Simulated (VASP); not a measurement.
# Re (Rhenium) with PBEsol: from relaxation to properties, part 4 of 5

What structure does Re (Rhenium) take at this level, and what are its properties? Left out of this account: 1 further run (vcrelax: its dispersion library returned no energy). The start is a cell from a database of measured crystal structures.

VASP 6.6.1, plane waves and PAW; the level of theory is named at each step.

Still holding for the runs below: The k-mesh is coarse for a metal.

So far. Step 11 (Volume scan with PBEsol, volume scale 1.02): The run ends at a pressure of -7.60 GPa.

### Step 12. Volume scan with PBEsol, volume scale 1.04

Level of this step: PBEsol; plane waves and PAW (Re) (VASP).

The input, INCAR:

```
SYSTEM = Re
PREC = Accurate
ENCUT = 400
EDIFF = 1E-06
NELM = 100
ISMEAR = 1
SIGMA = 0.2
LREAL = .FALSE.
ALGO = Normal
GGA = PS
NBANDS = 13
LASPH = .TRUE.
LORBIT = 11
LWAVE = .FALSE.
LCHARG = .FALSE.
KPAR = 2
ISIF = 2
```

The input, POSCAR:

```
Re
1.0
    2.7865494496      0.0000000000      0.0000000000
   -1.3932747248      2.4132226123      0.0000000000
    0.0000000000      0.0000000000      4.5019290139
Re
2
Direct
    0.3333333333      0.6666666667      0.2500000000
    0.6666666667      0.3333333333      0.7500000000
```

The input, KPOINTS:

```
Automatic mesh
0
Gamma
11 11 6
0 0 0
```

PAW data sets: Re (PBE family, release 64).

Run with:

```console
> mpirun -np 2 vasp_std
```

Output:

```text
[... set-up lines as in an earlier step ...]
 entering main loop
       N       E                     dE             d eps       ncg     rms          rms(c)
DAV:   1     0.101345076737E+02    0.10135E+02   -0.60513E+03  3308   0.118E+03
DAV:   2    -0.272416140485E+02   -0.37376E+02   -0.33376E+02  2736   0.253E+02
DAV:   3    -0.282633694921E+02   -0.10218E+01   -0.95819E+00  2894   0.447E+01
DAV:   4    -0.282758969332E+02   -0.12527E-01   -0.12505E-01  2672   0.359E+00
[...]
DAV:   9    -0.266772737252E+02    0.99229E-03   -0.51754E-04  3032   0.254E-01    0.393E-02
DAV:  10    -0.266772737497E+02   -0.24497E-07   -0.51277E-05  2715   0.720E-02    0.146E-02
DAV:  11    -0.266772747335E+02   -0.98377E-06   -0.32102E-07  1693   0.202E-02
   1 F= -.26677275E+02 E0= -.26676575E+02  d E =-.209886E-02
```

The job ended after 7.8 s (2 MPI ranks of Intel Xeon 6975P-C (Granite Rapids), shared host; peak memory 0.25 GiB; 14 s of CPU time).

OUTCAR, selected parts (step 12):

```text
  Total       -2.7172941     -2.7172941     -2.7091543     -0.0000000      0.0000000     -0.0000000
  in kB     -143.8084621   -143.8084621   -143.3776787     -0.0000000      0.0000000     -0.0000000
  external PRESSURE =    -143.6648676 kB  Pullay stress =       0.0000000 kB

 POSITION                                       TOTAL-FORCE (eV/Angst)
 -----------------------------------------------------------------------------------
     -0.00000      1.60882      1.12548         0.000000     -0.000000      0.000000
      1.39327      0.80441      3.37645        -0.000000      0.000000      0.000000
 -----------------------------------------------------------------------------------
    total drift:                               -0.000000      0.000000     -0.000000

  FREE ENERGIE OF THE ION-ELECTRON SYSTEM (eV)
  ---------------------------------------------------
  free  energy   TOTEN  =       -26.6772747335 eV

  energy  without entropy=      -26.6751758753  energy(sigma->0) =      -26.67657511

[... 1 part as in an earlier step ...]

[... 2 further parts left out ...]
[key lines of the parts left out:]
E-fermi :   7.3709
```

The pressure falls from -7.60 to -14.37 GPa.

The run ends at a pressure of -14.37 GPa.

### Step 13. Volume scan with PBEsol, volume scale 1.06

A prediction first. A parabola through the 6 pressures of evenly scaled cells so far, P = -0.07 -400.0 t +919 t² GPa with t = ln(V/V₁) and V₁ the volume at scale 1, gives -20.26 GPa at t = +0.0583.

INCAR is that of step 12.

The input, POSCAR:

```
Re
1.0
    2.8042986508      0.0000000000      0.0000000000
   -1.4021493253      2.4285938714      0.0000000000
    0.0000000000      0.0000000000      4.5306044942
Re
2
Direct
    0.3333333333      0.6666666667      0.2500000000
    0.6666666667      0.3333333333      0.7500000000
```

KPOINTS is that of step 12.

Run with:

```console
> mpirun -np 2 vasp_std
```

Output:

```text
[... set-up lines as in an earlier step ...]
 entering main loop
       N       E                     dE             d eps       ncg     rms          rms(c)
DAV:   1     0.108684216879E+02    0.10868E+02   -0.59142E+03  3328   0.117E+03
DAV:   2    -0.270233401837E+02   -0.37892E+02   -0.33471E+02  2756   0.259E+02
DAV:   3    -0.282357741895E+02   -0.12124E+01   -0.10999E+01  2936   0.464E+01
DAV:   4    -0.282550130216E+02   -0.19239E-01   -0.18461E-01  2623   0.414E+00
[...]
DAV:  10    -0.266141543791E+02    0.16316E-05   -0.47516E-05  2667   0.643E-02    0.124E-02
DAV:  11    -0.266141553914E+02   -0.10123E-05   -0.37574E-07  1656   0.226E-02    0.322E-03
DAV:  12    -0.266141550398E+02    0.35157E-06   -0.30055E-07  1402   0.116E-02
   1 F= -.26614155E+02 E0= -.26613292E+02  d E =-.258971E-02
```

The job ended after 7.8 s (2 MPI ranks; peak memory 0.26 GiB; 14 s of CPU time).

OUTCAR, selected parts (step 13):

```text
  Total       -3.9351675     -3.9351675     -3.9319126     -0.0000000      0.0000000      0.0000000
  in kB     -204.3329919   -204.3329919   -204.1639832     -0.0000000      0.0000000      0.0000000
  external PRESSURE =    -204.2766557 kB  Pullay stress =       0.0000000 kB

 POSITION                                       TOTAL-FORCE (eV/Angst)
 -----------------------------------------------------------------------------------
     -0.00000      1.61906      1.13265        -0.000000     -0.000000      0.000000
      1.40215      0.80953      3.39795         0.000000      0.000000      0.000000
 -----------------------------------------------------------------------------------
    total drift:                               -0.000000      0.000000     -0.000000

  FREE ENERGIE OF THE ION-ELECTRON SYSTEM (eV)
  ---------------------------------------------------
  free  energy   TOTEN  =       -26.6141550398 eV

  energy  without entropy=      -26.6115653281  energy(sigma->0) =      -26.61329180

[... 1 part as in an earlier step ...]

[... 2 further parts left out ...]
[key lines of the parts left out:]
E-fermi :   7.1410
```

The pressure falls from -14.37 to -20.43 GPa. The parabola predicted -20.26 GPa, +0.17 GPa off.

### Step 14. Comparing the runs

Times are for 2 MPI ranks of Intel Xeon 6975P-C (Granite Rapids), shared host. Results by setting:

```csv
no.,volume scale,energy above the lowest point (meV/atom),pressure (GPa),time,memory (GiB)
1,0.94,72.69,28.22,7.2 s,0.25
2,0.96,31.06,17.76,7.4 s,0.25
3,0.98,7.44,8.371,7.2 s,0.25
4,1,0,-0.05188,6.8 s,0.26
5,1.02,7.03,-7.604,7 s,0.25
6,1.04,27.05,-14.37,7.8 s,0.25
7,1.06,58.69,-20.43,7.8 s,0.26
```

### Step 15. Fit for PBEsol

This step: Birch-Murnaghan fit, PBEsol; plane waves and PAW (VASP 6.6.1).

No new run; the numbers come from the runs before.

This step gave:

```yaml
pressure_derivative_of_the_bulk_modulus: 4.473
r_m_s_error_of_the_fit: 2.91e-6 eV/atom
minimum_inside_the_sampled_range: yes
bulk_modulus: 398.2 GPa
equilibrium_volume_of_the_fit: 14.55 Å³/atom
```

The energy above the fitted minimum by volume:

```csv
volume (Å³/atom),energy above the fitted minimum (eV/atom)
13.681,0.0727
13.972,0.0311
14.264,0.00744
14.555,-4.2e-7
14.846,0.00703
15.137,0.0270
15.428,0.0587
```

The fitted volume lies -0.01 % from the relaxed one.

### Step 16. Core-level energies (PBEsol)

This step: PBEsol; plane waves and PAW (Re) (VASP 6.6.1).

ICORELEVEL = 1 prints the core eigenvalues in the potential of the ground state.

Edit INCAR of step 13 so:

```diff
@@ -16,2 +16,2 @@
 KPAR = 2
-ISIF = 2
+ICORELEVEL = 1
```

The input, POSCAR:

```
Re
1.0
    2.7503563991      0.0000000000      0.0000000000
   -1.3751781995      2.3818785111      0.0000000000
    0.0000000000      0.0000000000      4.4434557849
Re
2
Direct
    0.3333333333      0.6666666667      0.2500000000
    0.6666666667      0.3333333333      0.7500000000
```

KPOINTS is that of step 13.

Run with:

```console
> mpirun -np 2 vasp_std
```

Output:

```text
[... set-up lines as in an earlier step ...]
 entering main loop
       N       E                     dE             d eps       ncg     rms          rms(c)
[... 11 cycles as in an earlier step ...]
   1 F= -.26730946E+02 E0= -.26730672E+02  d E =-.823431E-03
```

It took 7.6 s on 2 MPI ranks; peak memory 0.25 GiB.

OUTCAR, selected parts (step 16):

```text
   NELECT =      14.0000    total number of electrons

 the core state eigenenergies are
   1-  1s -71622.0327  2s -12405.3003  2p -10821.5934  3s  -2862.0282  3p  -2395.2692
       3d  -1867.0157  4s   -586.8299  4p   -433.7786  4d   -241.9745  4f    -29.0845
       5s    -71.8556  5p    -33.6920
   2-  1s -71622.0327  2s -12405.3003  2p -10821.5934  3s  -2862.0282  3p  -2395.2692
       3d  -1867.0157  4s   -586.8299  4p   -433.7786  4d   -241.9745  4f    -29.0845
       5s    -71.8556  5p    -33.6920

 E-fermi :   7.8576

[... 20 parts as in an earlier step ...]

[... 1 further part left out ...]
```

These are scalar-relativistic Kohn-Sham levels of the ground state, with no core hole, so they are not binding energies.

Numbers from this step:

```yaml
scf_cycles: 11
free_energy_toten: -26.73 eV
energy_at_zero_smearing: -26.73 eV
fermi_energy: 7.858 eV
pressure: -0.05188 GPa
```

Kohn-Sham core levels. Core levels, by row:

```csv
atom,shell,level below the Fermi level (eV)
Re1,1s,71630
Re1,2s,12413
Re1,2p,10830
Re1,3s,2870
Re1,3p,2403
Re1,3d,1875
Re1,4s,594.7
Re1,4p,441.6
Re1,4d,249.8
Re1,4f,36.94
Re1,5s,79.71
Re1,5p,41.55
Re2,1s,71630
Re2,2s,12413
Re2,2p,10830
Re2,3s,2870
Re2,3p,2403
Re2,3d,1875
Re2,4s,594.7
Re2,4p,441.6
Re2,4d,249.8
Re2,4f,36.94
Re2,5s,79.71
Re2,5p,41.55
```

Atoms of one element give levels within 0.1 eV of each other.

### Step 17. Band structure (PBEsol + SOC)

This step: PBEsol, spin-orbit coupling; plane waves and PAW (Re) (VASP 6.6.1).

Levels along the symmetry lines show where the bands peak and cross; KPOINTS_OPT computes them in the converged potential. Spin-orbit coupling needs spinors and the noncollinear program, where each band holds one electron.

Edit INCAR of step 16 so:

```diff
@@ -10,4 +10,9 @@
 GGA = PS
-NBANDS = 13
+LNONCOLLINEAR = .TRUE.
+MAGMOM = 0 0 0 0 0 0
+NBANDS = 26
+GGA_COMPAT = .FALSE.
 LASPH = .TRUE.
+LSORBIT = .TRUE.
+LMAXMIX = 4
 LORBIT = 11
@@ -16,2 +21 @@
 KPAR = 2
-ICORELEVEL = 1
```

POSCAR is that of step 16.

The input, KPOINTS:

```
Automatic mesh
0
Gamma
9 9 5
0 0 0
```

The input, KPOINTS_OPT:

```
Line mode
16
Line-mode
Reciprocal
  0.00000000   0.00000000   0.00000000 GAMMA
  0.50000000   0.00000000   0.00000000 M

  0.50000000   0.00000000   0.00000000 M
  0.33333333   0.33333333   0.00000000 K

  0.33333333   0.33333333   0.00000000 K
  0.00000000   0.00000000   0.00000000 GAMMA

  0.00000000   0.00000000   0.00000000 GAMMA
  0.00000000   0.00000000   0.50000000 A

  0.00000000   0.00000000   0.50000000 A
  0.50000000   0.00000000   0.50000000 L

  0.50000000   0.00000000   0.50000000 L
  0.33333333   0.33333333   0.50000000 H

  0.33333333   0.33333333   0.50000000 H
  0.00000000   0.00000000   0.50000000 A

  0.50000000   0.00000000   0.50000000 L
  0.50000000   0.00000000   0.00000000 M

  0.33333333   0.33333333   0.00000000 K
  0.33333333   0.33333333   0.50000000 H
```

Run with:

```console
> mpirun -np 2 vasp_ncl
```

Output:

```text
[... set-up lines as in an earlier step ...]
 entering main loop
       N       E                     dE             d eps       ncg     rms          rms(c)
DAV:   1     0.494983412352E+02    0.49498E+02   -0.54882E+03  3676   0.123E+03
DAV:   2    -0.230032505003E+02   -0.72502E+02   -0.62947E+02  3676   0.477E+02
DAV:   3    -0.286992753187E+02   -0.56960E+01   -0.49053E+01  3606   0.206E+02
DAV:   4    -0.288741604559E+02   -0.17489E+00   -0.17037E+00  3304   0.309E+01
DAV:   5    -0.288779371197E+02   -0.37767E-02   -0.37634E-02  3144   0.352E+00    0.486E+01
DAV:   6    -0.277823367619E+02    0.10956E+01   -0.91026E-01  3736   0.260E+01    0.223E+01
DAV:   7    -0.274459142080E+02    0.33642E+00   -0.40433E-01  3732   0.168E+01    0.103E+01
DAV:   8    -0.274080763937E+02    0.37838E-01   -0.42710E-02  3744   0.515E+00    0.303E-01
DAV:   9    -0.274031958603E+02    0.48805E-02   -0.13511E-03  3114   0.626E-01    0.920E-02
DAV:  10    -0.274024784745E+02    0.71739E-03   -0.32563E-04  3360   0.327E-01    0.693E-02
DAV:  11    -0.274024576989E+02    0.20776E-04   -0.26794E-05  3416   0.104E-01    0.495E-02
DAV:  12    -0.274024627536E+02   -0.50547E-05   -0.23942E-05  3336   0.842E-02    0.423E-03
DAV:  13    -0.274024621200E+02    0.63357E-06   -0.25670E-07  1350   0.206E-02
   1 F= -.27402462E+02 E0= -.27400264E+02  d E =-.659567E-02  mag=    -0.0000     0.0000    -0.0000
 Start KPOINTS_OPT (optional k-point list driver)
k-point batch [1-36\144]
       N       E                     dE             ncg
DAV:   1     0.513539332051E+04   -0.10028E+05     3682
DAV:   2     0.253911898639E+04   -0.25963E+04     3666
DAV:   3     0.232777242305E+04   -0.21135E+03     3588
DAV:   4     0.231946957825E+04   -0.83028E+01     3368
DAV:   5     0.231926059911E+04   -0.20898E+00     3184
DAV:   6     0.231924880697E+04   -0.11792E-01     3072
DAV:   7     0.231924778427E+04   -0.10227E-02     3194
DAV:   8     0.231924768331E+04   -0.10096E-03     2944
DAV:   9     0.231924767181E+04   -0.11495E-04     2724
DAV:  10     0.231924767096E+04   -0.85535E-06     1848
[...]
k-point batch [109-144\144]
       N       E                     dE             ncg
DAV:   1     0.512068423185E+04   -0.13791E+05     3688
DAV:   2     0.257767280947E+04   -0.25430E+04     3670
DAV:   3     0.237581785546E+04   -0.20185E+03     3624
DAV:   4     0.236871398785E+04   -0.71039E+01     3456
DAV:   5     0.236854466256E+04   -0.16933E+00     3128
DAV:   6     0.236853349695E+04   -0.11166E-01     3136
DAV:   7     0.236853264447E+04   -0.85248E-03     3136
DAV:   8     0.236853255825E+04   -0.86214E-04     2920
DAV:   9     0.236853255006E+04   -0.81939E-05     2440
DAV:  10     0.236853254965E+04   -0.40695E-06     1784
```

It took 60 s on 2 MPI ranks; peak memory 0.39 GiB; 2 min of CPU time.

Parts of OUTCAR (step 17):

```text
   k-points           NKPTS =     36   k-points in BZ     NKDIM =     36   number of bands    NBANDS=     26

   NELECT =      14.0000    total number of electrons

 E-fermi :   7.8172

 k-point     1 :       0.0000    0.0000    0.0000
  band No.  band energies     occupation
    ...
     10       6.5846      1.00000
     11       6.6449      1.00000
     12       6.6449      1.00000
     13       7.4503      1.01314
     14       7.4503      1.01314
     15       7.9698      0.02006
     16       7.9698      0.02006
     17       8.3441     -0.00062
     18       8.3441     -0.00062
     19       8.3990     -0.00015
    ...

  Total        0.2516095      0.2516095     -0.1280558      0.0000000      0.0000000      0.0000000
  in kB       13.8486756     13.8486756     -7.0482346      0.0000000      0.0000000      0.0000000
  external PRESSURE =       6.8830389 kB  Pullay stress =       0.0000000 kB

 POSITION                                       TOTAL-FORCE (eV/Angst)
 -----------------------------------------------------------------------------------
     -0.00000      1.58792      1.11086         0.000000      0.000000     -0.000000
      1.37518      0.79396      3.33259        -0.000000     -0.000000      0.000000
 -----------------------------------------------------------------------------------
    total drift:                               -0.000000     -0.000000      0.000000

  FREE ENERGIE OF THE ION-ELECTRON SYSTEM (eV)
  ---------------------------------------------------
  free  energy   TOTEN  =       -27.4024621200 eV

  energy  without entropy=      -27.3958664526  energy(sigma->0) =      -27.40026356

 Spin-Orbit-Coupling matrix elements
 Ion:    1  E_soc:     -0.6768773
 Ion:    2  E_soc:     -0.6768773

 magnetization (x)
# of ion       s       p       d       tot
------------------------------------------
    1       -0.000   0.000   0.000   0.000
    2       -0.000   0.000   0.000   0.000
--------------------------------------------------
tot         -0.000   0.000   0.000   0.000

 magnetization (y)
# of ion       s       p       d       tot
------------------------------------------
    1       -0.000   0.000  -0.000  -0.000
    2       -0.000   0.000  -0.000  -0.000
--------------------------------------------------
tot         -0.000   0.000  -0.000  -0.000

 magnetization (z)
# of ion       s       p       d       tot
------------------------------------------
    1        0.000   0.000   0.000   0.000
    2        0.000   0.000   0.000   0.000
--------------------------------------------------
tot          0.000   0.000   0.000   0.000

[... 7 parts as in an earlier step ...]

[... 9 further parts left out ...]
```

This step gave:

| Property | Result |
| --- | --- |
| SCF cycles | 13 |
| bands | 26 |
| irreducible k-points | 36 |
| free energy (TOTEN) | -27.40 eV |
| energy at zero smearing | -27.40 eV |
| Fermi energy | 7.817 eV |
| pressure | 0.6883 GPa |

On-site spin-orbit energy by atom:

```csv
atom,on-site spin-orbit energy (eV)
Re1,-0.677
Re2,-0.677
```

Electronic bands along the path, in eV, zero at the Fermi level; # counts the bands kept:

```csv
point,#9,#10,#13,#14,#15,#16,#17,#18
Γ,-1.23,-1.23,-0.37,-0.37,0.15,0.15,0.53,0.53
0.53 of the way,-1.92,-1.92,-0.70,-0.70,0.83,0.83,1.10,1.10
M,-1.77,-1.77,-0.52,-0.52,4.10,4.10,4.29,4.29
0.53 of the way,-2.32,-2.32,-0.32,-0.32,3.19,3.19,3.83,3.83
K,-2.31,-2.31,0.04,0.04,2.93,2.93,3.34,3.34
0.47 of the way,-2.15,-2.15,-0.53,-0.53,0.66,0.66,2.06,2.06
Γ,-1.23,-1.23,-0.37,-0.37,0.15,0.15,0.53,0.53
0.47 of the way,-1.47,-1.47,-1.00,-1.00,-0.67,-0.67,0.98,0.98
A,-2.00,-2.00,-1.42,-1.42,-1.42,-1.42,2.56,2.56
0.53 of the way,-1.81,-1.81,-0.02,-0.02,-0.02,-0.02,2.63,2.63
L,0.30,0.30,1.01,1.01,1.01,1.01,4.33,4.33
0.53 of the way,-1.75,-1.75,0.56,0.56,0.95,0.95,3.77,3.77
H,-2.23,-2.23,-0.14,-0.14,0.38,0.38,3.41,3.41
0.47 of the way,-2.53,-2.53,-0.12,-0.12,0.08,0.08,3.23,3.23
A,-2.00,-2.00,-1.42,-1.42,-1.42,-1.42,2.56,2.56
jump to L,0.30,0.30,1.01,1.01,1.01,1.01,4.33,4.33
0.47 of the way,-1.38,-1.38,1.19,1.19,2.66,2.66,4.21,4.21
M,-1.77,-1.77,-0.52,-0.52,4.10,4.10,4.29,4.29
jump to K,-2.31,-2.31,0.04,0.04,2.93,2.93,3.34,3.34
0.47 of the way,-2.29,-2.29,-0.11,-0.11,2.06,2.06,3.32,3.32
H,-2.23,-2.23,-0.14,-0.14,0.38,0.38,3.41,3.41
```

At these settings, which differ from those of the relaxation, the cell is under a pressure of 0.7 GPa.

(Part 4 of 5 ends here.)

[Lines on the potential files, build, host, timing and source positions are cut from VASP's logs without a mark.]

[Logs are printed without paths, hosts, clocks, repeated set-up lines and the standing remarks that a program may print on its own settings, such as how far it seeks lower states.]

[Hosts, paths, dates, database ids (printed as entryN), source tags and the programs' standing remarks are cut or masked in the printed files.]

[A measured line is paired with the nearest computed mode of its activity, which favours agreement.]
